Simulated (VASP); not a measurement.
Here is the system:

```
NaCl
1.0
    0.00000     2.84447     2.84447
    2.84447     0.00000     2.84447
    2.84447     2.84447     0.00000
Na Cl
1 1
Direct
  0.00000   0.00000   0.00000
  0.50000   0.50000   0.50000
```

Calculation: HSE06 screened hybrid, VASP's PBE PAW potentials (set 64) (plane waves; VASP 6.6.1). Run with 520 eV cut-off, 6×6×6 Γ-centred mesh, Gaussian smearing of 0.050 eV, potentials Na_pv Cl.

### Question
What does the run give for the energy per atom (σ→0), band gap (over the mesh, the named points and PBE's band edges) with the smallest direct gap where there is one?

### Answer

- band gap (over the mesh, the named points and PBE's band edges) = 6.39 eV
- smallest direct gap (over the mesh, the named points and PBE's band edges) = 6.39 eV
- energy per atom (σ→0) = -3.947 eV/atom

The compound is NaCl in the rock salt structure. It was relaxed first.
